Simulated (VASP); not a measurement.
All values below come from LDA (Ceperley-Alder, Perdew-Zunger), VASP's LDA PAW potentials (set 64) (plane waves; VASP).

VASP ran on this input.

**INCAR**
```
! general
SYSTEM  = Sc(VGa2)2
PREC    = Accurate
ENCUT   = 300   ! plane-wave cut-off (eV)
LREAL   = F   ! projection in real space or not
LASPH   = T

! electronic loop
EDIFF   = 1E-6   ! SCF stop (eV)
NELM    = 100
ALGO    = Normal
LMAXMIX = 4

! smearing
ISMEAR  = 0
SIGMA   = 0.05

! ions
ISIF    = 2   ! forces and stress, cell fixed

! output
LWAVE   = F
LCHARG  = F
```

### KPOINTS
```
Automatic mesh
0
Gamma
5 5 5
0 0 0
```

POSCAR:
```
Sc(VGa2)2
1
   -3.2271650000     3.2271650000     2.5744150000
    3.2271650000    -3.2271650000     2.5744150000
    3.2271650000     3.2271650000    -2.5744150000
Sc V Ga
1 2 4
Direct
  0.0082450000  -0.0024730000   0.0082700000
  0.7429470000   0.2503530000   0.4934090000
  0.2463300000   0.7454450000   0.4969170000
  0.2990230000   0.2967000000   0.5944750000
  0.6956590000   0.7059910000   0.3946730000
  0.3005300000   0.7039210000   0.0049090000
  0.7072660000   0.3000630000   0.0073470000
```

POTCAR, in this order: Sc_sv V_sv Ga_d (LDA.64 set). Program: vasp_std.

Output

**OUTCAR**
```
 ion  position               nearest neighbor table
   1  0.008  0.998  0.008-   6 2.67   4 2.68   7 2.75   5 2.80   5 3.10   7 3.14   5 3.14   7 3.15
  LATTYP: Found a body centered tetragonal cell.
 ALAT       =     6.4543300000
 C/A-ratio  =     0.7977326849
 Subroutine PRICEL returns:
 Original cell was already a primitive cell.
 Subroutine GETGRP returns: Found  1 space group operations
The static configuration has the point symmetry C_1 .
The dynamic configuration has the point symmetry C_1 .
 Subroutine INISYM returns: Found  1 space group operations
 Subroutine IBZKPT returns following result:
 Found     63 irreducible k-points:

 Following reciprocal coordinates:
            Coordinates               Weight
  0.000000  0.000000  0.000000      1.000000
  0.200000  0.000000 -0.000000      2.000000
  0.200000  0.000000 -0.200000      2.000000
  0.000000  0.200000 -0.200000      2.000000
  0.000000  0.200000 -0.000000      2.000000
  0.400000 -0.000000  0.000000      2.000000
  0.400000 -0.000000 -0.400000      2.000000
 -0.000000  0.400000 -0.400000      2.000000
 -0.000000  0.400000  0.000000      2.000000
...
```

OSZICAR:
```
       N       E                     dE             d eps       ncg     rms          rms(c)
DAV:   1     0.969340974319E+03    0.96934E+03   -0.30798E+04  6999   0.209E+03
DAV:   2     0.861299271955E+02   -0.88321E+03   -0.86854E+03  6782   0.684E+02
DAV:   3    -0.426504126368E+02   -0.12878E+03   -0.12524E+03  8320   0.217E+02
DAV:   4    -0.491223494958E+02   -0.64719E+01   -0.63680E+01  9564   0.548E+01
DAV:   5    -0.492890699123E+02   -0.16672E+00   -0.16593E+00  9596   0.902E+00    0.260E+01
DAV:   6    -0.469516678199E+02    0.23374E+01   -0.46460E+01  8228   0.302E+01    0.135E+01
DAV:   7    -0.453118344678E+02    0.16398E+01   -0.27004E+01  8772   0.253E+01    0.103E+01
DAV:   8    -0.444440454772E+02    0.86779E+00   -0.81254E+00  9218   0.129E+01    0.406E+00
DAV:   9    -0.442698102488E+02    0.17424E+00   -0.86453E-01  9380   0.512E+00    0.144E+00
DAV:  10    -0.442612534176E+02    0.85568E-02   -0.17605E-01  8604   0.213E+00    0.957E-01
DAV:  11    -0.442520735878E+02    0.91798E-02   -0.48749E-02  9740   0.138E+00    0.278E-01
DAV:  12    -0.442508825399E+02    0.11910E-02   -0.78872E-03  9066   0.982E-01    0.969E-02
DAV:  13    -0.442508224351E+02    0.60105E-04   -0.78480E-04  9908   0.483E-01    0.345E-02
DAV:  14    -0.442508148103E+02    0.76247E-05   -0.16702E-04  9772   0.106E-01    0.115E-02
DAV:  15    -0.442508142067E+02    0.60361E-06   -0.28569E-05  8628   0.838E-02    0.478E-03
DAV:  16    -0.442508145002E+02   -0.29352E-06   -0.84938E-06  8052   0.495E-02
   1 F= -.44250815E+02 E0= -.44247168E+02  d E =-.729257E-02
```

File OUTCAR:
```
------------------------ aborting loop because EDIFF is reached ----------------------------------------
  FORCE on cell =-STRESS in cart. coord.  units (eV):
  Direction    XX          YY          ZZ          XY          YZ          ZX
  --------------------------------------------------------------------------------------
  Total       -4.3820555     -4.0851177     -3.8677416     -0.0611271     -0.0962641     -0.0612459
  in kB      -65.4647578    -61.0287205    -57.7812780     -0.9131954     -1.4381170     -0.9149697
  external PRESSURE =     -61.4249187 kB  Pullay stress =       0.0000000 kB
  volume of cell :      107.25
      direct lattice vectors                 reciprocal lattice vectors
    -3.227165000  3.227165000  2.574415000     0.000000000  0.154934749  0.194218881
     3.227165000 -3.227165000  2.574415000     0.154934749  0.000000000  0.194218881
     3.227165000  3.227165000 -2.574415000     0.154934749  0.154934749  0.000000000
 POSITION                                       TOTAL-FORCE (eV/Angst)
 -----------------------------------------------------------------------------------
      3.21926     -3.16589      2.56798        -0.085723     -0.537046      0.017039
      0.00263      3.18199      1.28693         0.144666      0.497305      0.070533
      3.21436     -0.00709      1.27397         0.324082     -0.005039      0.029155
      1.91097      1.92597      0.00321         0.424030      0.196672     -0.049335
      1.30702      1.24033      2.59238        -0.075357      0.473030     -0.042330
      1.31765     -1.28597      2.57324        -0.508777     -0.195413     -0.034022
     -1.29040      1.33782      2.57437        -0.222922     -0.429509      0.008960
 -----------------------------------------------------------------------------------
    total drift:                               -0.000618      0.000239     -0.001011
  FREE ENERGIE OF THE ION-ELECTRON SYSTEM (eV)
  ---------------------------------------------------
  free  energy   TOTEN  =       -44.2508145002 eV

  energy  without entropy=      -44.2435219330  energy(sigma->0) =      -44.24716822
```
(Selected blocks of OUTCAR.)

File OUTCAR:
```
 val. band max:        7.2985700464   @ k =   0.4000   0.2000  -0.0000

 cond. band min:       7.3131917639   @ k =  -0.2000  -0.4000   0.0000


 Fermi energy:         7.3009211982

 k-point     1 :       0.0000    0.0000    0.0000
  band No.  band energies     occupation
      1     -55.8459      2.00000
      2     -55.7497      2.00000
      3     -41.3935      2.00000
      4     -30.3669      2.00000
      5     -30.1950      2.00000
      6     -30.1929      2.00000
      7     -30.1133      2.00000
      8     -30.1115      2.00000
      9     -29.6959      2.00000
     10     -20.4610      2.00000
     11     -20.3987      2.00000
     12     -20.3955      2.00000
     13      -7.5753      2.00000
     14      -7.5478      2.00000
     15      -7.5121      2.00000
     16      -7.5084      2.00000
     17      -7.4437      2.00000
     18      -7.4306      2.00000
     19      -7.4167      2.00000
     20      -7.3895      2.00000
     21      -7.3573      2.00000
     22      -7.3507      2.00000
     23      -7.3340      2.00000
     24      -7.3216      2.00000
     25      -7.3194      2.00000
     26      -7.2454      2.00000
     27      -7.2060      2.00000
     28      -7.2033      2.00000
     29      -7.2022      2.00000
     30      -7.1152      2.00000
     31      -7.1085      2.00000
     32      -7.0677      2.00000
     33      -3.3045      2.00000
     34       1.0823      2.00000
     35       2.5629      2.00000
     36       2.6842      2.00000
     37       4.7305      2.00000
     38       4.9089      2.00000
     39       4.9742      2.00000
     40       5.3378      2.00000
     41       5.3695      2.00000
     42       5.8347      2.00000
     43       6.0606      2.00000
     44       6.8830      2.00000
     45       6.9217      2.00000
     46       8.0080      0.00000
     47       8.2820      0.00000
     48       8.9832      0.00000
     49       9.2528      0.00000
     50       9.2616      0.00000
     51       9.8217      0.00000
...
```

At this cut-off the stress carries a Pulay error, which pulls relaxed volumes low.

The structure comes from a computed database's Ga4ScV2 entry (I4/mmm); how it stands against other phases isn't given here. The cell was not relaxed at this level, atoms are displaced from their ideal sites. The k-mesh is coarse (spacing up to 0.31 per Å, 2π included), so the numbers may not be converged in it. The run is not spin-polarised, so no magnetic state was tried. The electron count is odd and the run is not spin-polarised, which forces a metal.
